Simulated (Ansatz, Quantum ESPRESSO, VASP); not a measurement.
**One structure in several programs: As2Ru (Pnnm, 6 atoms in the cell)**

Self-consistent single point.

```
As2Ru
1.0
    5.43556     0.00000     0.00000
    0.00000     6.20595     0.00000
    0.00000     0.00000     3.00115
As Ru
4 2
Direct
  0.32922   0.86635   0.50000
  0.67078   0.13365   0.50000
  0.82922   0.63365   0.00000
  0.17078   0.36635   0.00000
  0.50000   0.50000   0.50000
  0.00000   0.00000   0.00000
```

All programs got the same cell, k-point mesh and kind of occupations (in Ansatz's words: kpoints.mp_grid.grid = 3 3 6; scf.occupations.method = fermi_dirac; scf.occupations.width = 0.01 eV); potentials, basis and cutoffs are each program's usual ones.

```json
[
 {"code": "Ansatz", "model": "LDA (PW92), PAW files made with PBE", "pressure (GPa)": "-6.27", "largest force (eV/Å)": "0.179", "gap on the mesh (eV)": "0.664", "cutoff": "420 eV"},
 {"code": "VASP", "model": "LDA (PZ), VASP's LDA PAW potentials (set 64)", "pressure (GPa)": "-5.80", "largest force (eV/Å)": "0.194", "gap on the mesh (eV)": "0.656", "cutoff": "300 eV"},
 {"code": "Quantum ESPRESSO", "model": "LDA (PZ), GBRV 1.5 ultrasoft (LDA) pseudopotentials", "pressure (GPa)": "-5.22", "largest force (eV/Å)": "0.192", "gap on the mesh (eV)": "0.667", "cutoff": "40 Ry"}
]
```

Gaps are read on the mesh. Another mesh or the band path gives a smaller gap, so these values are not converged in the mesh.

The spread over the programs that give each value: pressure within 1.05 GPa; largest force within 0.015 eV/Å; gap on the mesh within 0.011 eV.

The starting cell comes from a database of computed structures (which also holds hypothetical and non-ambient phases and stackings), without a prior relaxation at this level. On Ansatz's run: In the base run, with a pressure of about -6 GPa the cell is away from its equilibrium volume at this level. Another mesh or the band path of this cell gives a smaller gap, so this value is not converged in the mesh.

Task: Why do the programs differ, and what cannot be compared?

Result: Differences of this kind can come from the potentials, where these differ, and from what each basis and cutoff leave unconverged. The valence holds different numbers of electrons (Ansatz (a first-principles code) 92, VASP 48, Quantum ESPRESSO 52). The zero of total energies and Fermi levels follows the potentials and each program's conventions, so they are not compared here. Ansatz's pressure is given at a fixed set of plane waves, as the other plane-wave codes print theirs; with its correction for the finite basis it is -6.16 GPa. The same LDA comes in different parametrisations, which differ slightly.

VASP's run is marked for a possible Pulay error in its stress at this cutoff; no cutoff test was made.

Left out of this page: ABINIT, GPAW, CP2K, Elk, FLEUR and SIESTA (not drawn, or without a comparable value).

Keys are those of Ansatz 0.2.
